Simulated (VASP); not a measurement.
Here is the system:

```
SrO
1.0
    0.00000     2.54927     2.54927
    2.54927     0.00000     2.54927
    2.54927     2.54927     0.00000
Sr O
1 1
Cartesian
  0.00000   0.00000   0.00000
  2.54927   2.54927   2.54927
```

Computed with HSEsol screened hybrid, VASP's PBE PAW potentials (set 64) (plane waves; VASP). Run with 520 eV cut-off, 6×6×6 Γ-centred mesh, Gaussian smearing of 0.050 eV, potentials Sr_sv O.

Problem. What does the run give for the energy per atom (σ→0), band gap (on the k-mesh) with the smallest direct gap where there is one?

Solution. 
```
Item                                          Value
-----------------------------------  --------------
band gap (on the k-mesh)                    4.65 eV
smallest direct gap (on the k-mesh)         4.73 eV
energy per atom (σ→0)                -7.335 eV/atom
```

The compound is SrO in the rock salt structure. This cell is one point of a volume scan, at 0.94 of the reference volume. The cell's shape comes from a PBE relaxation.
